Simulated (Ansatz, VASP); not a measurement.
**GeSb3O2: VASP beside Ansatz**

```
Ge Sb O
1.0
     4.25863    0.00000    0.00000
     0.00000    4.25863    0.00000
     0.00000    0.00000    8.28172
Ge Sb O
1 3 2
Direct
  0.00000 0.00000 0.50000
  0.50000 0.50000 0.29453
  0.50000 0.50000 0.70547
  0.50000 0.50000 0.00000
  0.50000 0.50000 0.50000
  0.00000 0.00000 0.00000
```

Alike in both runs: task single point; functional PBE; k mesh 4 × 4 × 2; occupations gaussian, width 0.1 eV; no spin polarisation.

```csv
,VASP,Ansatz
version,VASP 6.6.1,Ansatz 0.2.0
potentials or method,"VASP PAW PBE potentials, release 64 (Ge_d, Sb, O)","scalar-relativistic, plane waves, PAW"
plane-wave cutoff (eV),520,420
valence electrons in the cell,41,71
```

Ansatz gave:

| Quantity | Value |
| --- | --- |
| gap on the k mesh at the Fermi level (eV) | none |
| pressure (GPa) | 16.9 |
| largest component of the traceless stress (GPa) | 49.97 |
| rms of the force components (eV/Å) | 1.785 |

Q: What did VASP give for the same quantities?

A: gap on the k mesh at the Fermi level (eV): none; pressure (GPa): 17.8; largest component of the traceless stress (GPa): 52.02; rms of the force components (eV/Å): 2.056.

Atom by atom the forces differ by 0.271 eV/Å (rms over components). A gap of «none» marks a metal or a gap that the smearing closes. With one functional, cell and mesh, what is left measures potentials, basis and numerics. The two sets of potentials don't hold the same shells in valence.

Caveats: the k mesh is coarse (spacing up to 0.38 Å⁻¹), so the values aren't converged; so large a pressure means that the cell lies far from this level's equilibrium, or that cutoff or potentials fall short (VASP); an odd number of electrons without spin polarisation forces a metal; a magnetic or distorted state may lie lower. Spin-orbit coupling is left out, which matters for the levels of Sb.
